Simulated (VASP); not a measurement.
**CdHgS2: relaxation of cell and atoms with RPBE**

The system is CdHgS2.

```
CELL_PARAMETERS angstrom
4.05183 0.00000 0.00000
-2.02592 3.50899 0.00000
0.00000 0.00000 7.63005
ATOMIC_POSITIONS crystal
Cd 0.00000 0.00000 0.00000
Hg 0.66667 0.33333 0.50000
S 0.66667 0.33333 0.80688
S 0.66667 0.33333 0.19312
```

The cell was built by a generator and needn't be a form met in nature.

```
Program                : VASP 6.6.1
Task                   : relaxation of cell and atoms
Functional             : RPBE
Potentials or basis    : VASP PAW PBE potentials, release 64 (Cd, Hg, S)
Cutoff                 : 600 eV
k mesh                 : 8 × 8 × 4
Occupations            : gaussian, width 0.05 eV
Spin                   : no spin polarisation
Further INCAR settings : ALGO = Normal; EDIFF = 1e-06; IBRION = 2; EDIFFG = -0.01; NSW = 60; ISIF = 3
```

```yaml
Relaxed_volume: 28.76 Å³/atom
Relaxed_cell: a = 4.151 Å, b = 4.151 Å, c = 7.711 Å, α = 90.00°, β = 90.00°, γ = 120.00°
Space_group_after_relaxing_to_0.05_Å: P-6m2 (No. 187)
Energy_gained_by_relaxing: 10.1 meV/atom
Ionic_steps: 11
Pressure_after_relaxing: 0.0 GPa
Band_gap_on_the_k_mesh: 0.16 eV, direct
```

Forces in eV/Å, atoms in the order of the input:
```
Cd   0.000  0.000  0.000
Hg   0.000  0.000  0.000
S    0.000  0.000  0.003
S    0.000  0.000 -0.003
```

The path:
| step | energy change (eV) | largest force (eV/Å) | pressure (GPa) | volume (Å³) |
| --- | --- | --- | --- | --- |
| 1 | 0.0000 | 0.0086 | 2.28 | 108.48 |
| 2 | -0.0222 | 0.2009 | -0.64 | 114.64 |
| 3 | -0.0291 | 0.1422 | 0.23 | 112.53 |
| 4 | -0.0395 | 0.0348 | 0.06 | 114.39 |
| 5 | -0.0398 | 0.0733 | 0.04 | 114.78 |
| 6 | -0.0403 | 0.0313 | -0.01 | 114.98 |
| 7 | -0.0403 | 0.0147 | -0.04 | 115.06 |
| 8 | -0.0403 | 0.0184 | -0.08 | 115.23 |
| 9 | -0.0404 | 0.0011 | -0.07 | 115.13 |
| 10 | -0.0404 | 0.0038 | 0.06 | 114.97 |
| 11 | -0.0404 | 0.0028 | -0.01 | 115.05 |

Final structure:
```xyz
4
Lattice="4.1508 0.0000 0.0000 -2.0754 3.5947 0.0000 0.0000 0.0000 7.7109" Properties=species:S:1:pos:R:3 pbc="T T T"
Cd   -2.0754    3.5947    0.0000
Hg    2.0754    1.1982    3.8554
S     2.0754    1.1982    6.2203
S     2.0754    1.1982    1.4905
```

Levels at points of the mesh, in eV from the valence-band top:
```tsv
k point	band 14	band 15	band 16	band 17	band 18	band 19	band 20	band 21	band 22
(0.00, 0.00, 0.00)	-1.39	-0.96	-0.96	0.00	0.00	0.16	2.80	4.84	6.45
(0.50, 0.00, 0.00)	-3.94	-1.73	-1.72	-0.92	-0.15	1.32	1.90	3.77	5.41
(0.50, 0.50, 0.00)	-3.94	-1.73	-1.72	-0.92	-0.15	1.32	1.90	3.77	5.41
(0.00, 0.00, 0.50)	-4.16	-0.61	-0.61	-0.44	-0.44	1.63	3.53	5.40	6.76
(0.50, 0.00, 0.50)	-3.44	-3.13	-2.34	-1.38	-0.64	2.63	2.96	4.46	5.18
(0.50, 0.50, 0.50)	-3.44	-3.13	-2.34	-1.38	-0.64	2.63	2.96	4.46	5.18
```

Run time: 6.4 min on 1 thread of AMD EPYC 9R45 96-Core Processor (Zen 5), on a shared host, peak memory 0.37 GiB.

Caveat: the PAW data sets were made with another functional, which shifts forces and pressure a little; spin-orbit coupling is left out, which moves the levels of the heavy elements.
